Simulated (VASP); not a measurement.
Here is the system:

```xyz
1
Lattice="0.0000 1.9332 1.9332 1.9332 0.0000 1.9332 1.9332 1.9332 0.0000" Properties=species:S:1:pos:R:3 pbc="T T T"
Pd     0.0000     0.0000     0.0000
```

All values below come from PW91 GGA, VASP's PBE PAW potentials (set 64) (plane waves; VASP 6.6.1). Numerical set-up: 520 eV cut-off, 16×16×16 Γ-centred mesh, first-order Methfessel-Paxton smearing of 0.10 eV, potentials Pd.

### Question
Give the stress tensor in GPa (positive for a compressed cell).

### Answer

```
12.18   0.00   0.00
 0.00  12.18   0.00
 0.00   0.00  12.18
```
The pressure is its mean diagonal, 12.18 GPa.

The compound is Pd in the fcc structure. This cell is one point of a volume scan, at 0.94 of the reference volume.
